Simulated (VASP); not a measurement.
Output of a VASP run:

### OSZICAR
```
       N       E                     dE             d eps       ncg     rms          rms(c)
DAV:   1     0.156841748009E+03    0.15684E+03   -0.51197E+03   848   0.135E+03
DAV:   2     0.600121587772E+01   -0.15084E+03   -0.14809E+03  1240   0.249E+02
DAV:   3    -0.111373151965E+02   -0.17139E+02   -0.17011E+02  1140   0.115E+02
DAV:   4    -0.124788337148E+02   -0.13415E+01   -0.12559E+01  1448   0.234E+01
DAV:   5    -0.127320498732E+02   -0.25322E+00   -0.24316E+00  1372   0.909E+00    0.488E+00
DAV:   6    -0.122822065956E+02    0.44984E+00   -0.16512E+00  1176   0.727E+00    0.330E+00
DAV:   7    -0.122810028201E+02    0.12038E-02   -0.45844E-01  1408   0.472E+00    0.231E+00
DAV:   8    -0.122925341460E+02   -0.11531E-01   -0.12358E-01  1424   0.291E+00    0.428E-01
DAV:   9    -0.122896594986E+02    0.28746E-02   -0.18984E-02  1400   0.118E+00    0.350E-01
DAV:  10    -0.122898308648E+02   -0.17137E-03   -0.32493E-03  1656   0.537E-01    0.131E-01
DAV:  11    -0.122900424190E+02   -0.21155E-03   -0.38186E-04  1128   0.155E-01    0.469E-02
DAV:  12    -0.122900491728E+02   -0.67538E-05   -0.50551E-05  1544   0.654E-02    0.281E-02
DAV:  13    -0.122900559290E+02   -0.67562E-05   -0.18198E-05  1120   0.385E-02    0.209E-02
DAV:  14    -0.122900543826E+02    0.15464E-05   -0.16612E-06   840   0.164E-02    0.174E-03
DAV:  15    -0.122900542955E+02    0.87150E-07   -0.86147E-07   832   0.153E-02
   1 F= -.12290054E+02 E0= -.12289858E+02  d E =-.122901E+02
```

OUTCAR:
```
------------------------ aborting loop because EDIFF is reached ----------------------------------------
  FORCE on cell =-STRESS in cart. coord.  units (eV):
  Direction    XX          YY          ZZ          XY          YZ          ZX
  --------------------------------------------------------------------------------------
  Total        0.0073012      0.0073012      0.0073012      0.0000000     -0.0000000     -0.0000000
  in kB        0.1696739      0.1696739      0.1696739      0.0000000     -0.0000000     -0.0000000
  external PRESSURE =       0.1696739 kB  Pullay stress =       0.0000000 kB
  volume of cell :       68.94
      direct lattice vectors                 reciprocal lattice vectors
     0.000000000  3.254517065  3.254517065    -0.153632625  0.153632625  0.153632625
     3.254517065  0.000000000  3.254517065     0.153632625 -0.153632625  0.153632625
     3.254517065  3.254517065  0.000000000     0.153632625  0.153632625 -0.153632625
 POSITION                                       TOTAL-FORCE (eV/Angst)
 -----------------------------------------------------------------------------------
      0.00000      0.00000      0.00000        -0.000000      0.000000     -0.000000
      1.62726      1.62726      1.62726         0.000000      0.000000      0.000000
 -----------------------------------------------------------------------------------
    total drift:                               -0.000000     -0.000000     -0.000000
  FREE ENERGIE OF THE ION-ELECTRON SYSTEM (eV)
  ---------------------------------------------------
  free  energy   TOTEN  =       -12.2900542955 eV

  energy  without entropy=      -12.2894665457  energy(sigma->0) =      -12.28985838

 reached required accuracy - stopping structural energy minimisation
```
(Selected blocks of OUTCAR.)

POSCAR:
```
LaS
1
   -0.0000000000     3.2545170655     3.2545170655
    3.2545170655     0.0000000000     3.2545170655
    3.2545170655     3.2545170655    -0.0000000000
La S
1 1
Direct
  0.0000000000   0.0000000000   0.0000000000
  0.2500000000   0.2500000000   0.2500000000
```

**Question.** Write an INCAR and KPOINTS that could have produced this output.

**Answer.** Several could match; the one computed here: the input of the run itself, PBE GGA, plane waves, VASP's PBE PAW potentials (set 64).

### KPOINTS
```
Automatic
0
Gamma
9 9 9
```

INCAR:
```
SYSTEM = LaS
PREC = Accurate; ENCUT = 400; LREAL = .False.
LASPH = .True.
EDIFF = 1E-6; NELM = 100; ALGO = Normal
LMAXMIX = 6
ISMEAR = 1; SIGMA = 0.1
GGA = PE
IBRION = 2; NSW = 60; ISIF = 3
EDIFFG = -0.01
LWAVE = .False.; LCHARG = .False.
```

POTCAR, in this order: La S (PBE.64 set). Program: vasp_std.

The structure was generated: LaS was put into the zinc blende type (F-43m), which need not be its known phase. It was relaxed first, which changed the volume by -26 %. The start is the result of an earlier pass. The electron count is odd and the run is not spin-polarised, which forces a metal.
